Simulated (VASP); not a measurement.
These are LDA (Ceperley-Alder, Perdew-Zunger), VASP's LDA PAW potentials (set 64) (plane waves; VASP) values and carry that method's errors.

VASP input:

### POSCAR
```
NaCl
1
    0.0000000000     2.7288016783     2.7288016783
    2.7288016783     0.0000000000     2.7288016783
    2.7288016783     2.7288016783     0.0000000000
Na Cl
1 1
Direct
  0.0000000000   0.0000000000   0.0000000000
  0.5000000000   0.5000000000   0.5000000000
```

**INCAR**
```
! general
SYSTEM  =  NaCl
PREC    =  Accurate
ENCUT   =  500
LREAL   =  .False.
LASPH   =  .True.

! electronic loop
EDIFF   =  1E-6
NELM    =  100
ALGO    =  Normal

! smearing
ISMEAR  =  0
SIGMA   =  0.05

! ions
IBRION  =  2
NSW     =  40
ISIF    =  3
EDIFFG  =  -0.02

! output
LWAVE   =  .False.
LCHARG  =  .False.
```

KPOINTS:
```
Automatic mesh
0
Gamma
8 8 8
0 0 0
```

POTCAR, in this order: Na_pv Cl (LDA.64 set). Program: vasp_std.

The run wrote:

### OUTCAR
```
 ion  position               nearest neighbor table
   1  0.000  0.000  0.000-   2 2.73   2 2.73   2 2.73   2 2.73   2 2.73   2 2.73
   2  0.500  0.500  0.500-   1 2.73   1 2.73   1 2.73   1 2.73   1 2.73   1 2.73
  LATTYP: Found a face centered cubic cell.
 ALAT       =     5.4576033566
 Subroutine PRICEL returns:
 Original cell was already a primitive cell.
 Subroutine GETGRP returns: Found 48 space group operations
The static configuration has the point symmetry O_h .
The dynamic configuration has the point symmetry O_h .
 Subroutine INISYM returns: Found 48 space group operations
 Subroutine IBZKPT returns following result:
 Found     29 irreducible k-points:

 Following reciprocal coordinates:
            Coordinates               Weight
  0.000000  0.000000  0.000000      1.000000
  0.125000  0.000000  0.000000      8.000000
  0.250000  0.000000  0.000000      8.000000
  0.375000  0.000000  0.000000      8.000000
  0.500000  0.000000  0.000000      4.000000
  0.125000  0.125000  0.000000      6.000000
  0.250000  0.125000  0.000000     24.000000
  0.375000  0.125000  0.000000     24.000000
  0.500000  0.125000  0.000000     24.000000
 -0.375000  0.125000  0.000000     24.000000
 -0.250000  0.125000  0.000000     24.000000
 -0.125000  0.125000  0.000000     12.000000
  0.250000  0.250000  0.000000      6.000000
  0.375000  0.250000  0.000000     24.000000
  0.500000  0.250000  0.000000     24.000000
 -0.375000  0.250000  0.000000     24.000000
 -0.250000  0.250000  0.000000     12.000000
  0.375000  0.375000  0.000000      6.000000
  0.500000  0.375000  0.000000     24.000000
 -0.375000  0.375000  0.000000     12.000000
  0.500000  0.500000  0.000000      3.000000
  0.375000  0.250000  0.125000     24.000000
  0.500000  0.250000  0.125000     48.000000
 -0.375000  0.250000  0.125000     24.000000
...
```

OSZICAR:
```
       N       E                     dE             d eps       ncg     rms          rms(c)
DAV:   1     0.865550472891E+02    0.86555E+02   -0.73880E+03   638   0.127E+03
DAV:   2    -0.503597216015E+00   -0.87059E+02   -0.79877E+02   733   0.258E+02
DAV:   3    -0.744785394069E+01   -0.69443E+01   -0.69045E+01   755   0.766E+01
DAV:   4    -0.757245954911E+01   -0.12461E+00   -0.12449E+00   744   0.113E+01
DAV:   5    -0.757513048835E+01   -0.26709E-02   -0.26707E-02   812   0.159E+00    0.210E+00
DAV:   6    -0.741024842489E+01    0.16488E+00   -0.30604E-01   728   0.425E+00    0.156E+00
DAV:   7    -0.739060487024E+01    0.19644E-01   -0.58662E-02   860   0.178E+00    0.978E-01
DAV:   8    -0.738898366802E+01    0.16212E-02   -0.41333E-03   740   0.771E-01    0.235E-01
DAV:   9    -0.738891558950E+01    0.68079E-04   -0.17363E-04   731   0.130E-01    0.100E-01
DAV:  10    -0.738892225767E+01   -0.66682E-05   -0.46430E-05   825   0.824E-02    0.997E-03
DAV:  11    -0.738892218573E+01    0.71938E-07   -0.16314E-06   583   0.189E-02
   1 F= -.73889222E+01 E0= -.73889222E+01  d E =-.738892E+01
```

### OUTCAR
```
------------------------ aborting loop because EDIFF is reached ----------------------------------------
  FORCE on cell =-STRESS in cart. coord.  units (eV):
  Direction    XX          YY          ZZ          XY          YZ          ZX
  --------------------------------------------------------------------------------------
  Total        0.0282986      0.0282986      0.0282986      0.0000000     -0.0000000      0.0000000
  in kB        1.1156547      1.1156547      1.1156547      0.0000000     -0.0000000      0.0000000
  external PRESSURE =       1.1156547 kB  Pullay stress =       0.0000000 kB
  volume of cell :       40.64
      direct lattice vectors                 reciprocal lattice vectors
     0.000000000  2.728801678  2.728801678    -0.183230611  0.183230611  0.183230611
     2.728801678  0.000000000  2.728801678     0.183230611 -0.183230611  0.183230611
     2.728801678  2.728801678  0.000000000     0.183230611  0.183230611 -0.183230611
  FREE ENERGIE OF THE ION-ELECTRON SYSTEM (eV)
  ---------------------------------------------------
  free  energy   TOTEN  =        -7.3889221857 eV

  energy  without entropy=       -7.3889221857  energy(sigma->0) =       -7.38892219

 reached required accuracy - stopping structural energy minimisation
```
(Selected blocks of OUTCAR.)

The compound is NaCl in the rock salt structure. It was relaxed first, which changed the volume by -9 %.
